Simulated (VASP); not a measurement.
Consider the following.

```yaml
crystal:
  lattice:
    - [1.75303, -3.03633, 0.00000]
    - [1.75303, 3.03633, 0.00000]
    - [0.00000, 0.00000, 5.40645]
  atoms:
    - { symbol: Tm, position: [0.33333, 0.66667, 0.25000] }
    - { symbol: Tm, position: [0.66667, 0.33333, 0.75000] }
```

These are MS2 meta-GGA, VASP's PBE PAW potentials (set 64) (plane waves; VASP) values and carry that method's errors. Run with 520 eV cut-off, 13×13×8 Γ-centred mesh, tetrahedra with Blöchl corrections, potentials Tm_3.

The 4f electrons are frozen in the core of the lanthanide potential, so 4f levels, which can set the real gap, and their magnetism are missing.

### Question
What does the run give for the energy per atom (σ→0), band gap (over mesh and band path) with the smallest direct gap where there is one?

### Answer

```json
{
 "band gap (over mesh and band path)": "none (metal, semimetal or under 0.01 eV)",
 "energy per atom (σ→0)": "10.923 eV/atom"
}
```

The absolute energy has meaning only against runs of the same code, potentials and settings.

The compound is Tm in the hcp structure. It was relaxed first.
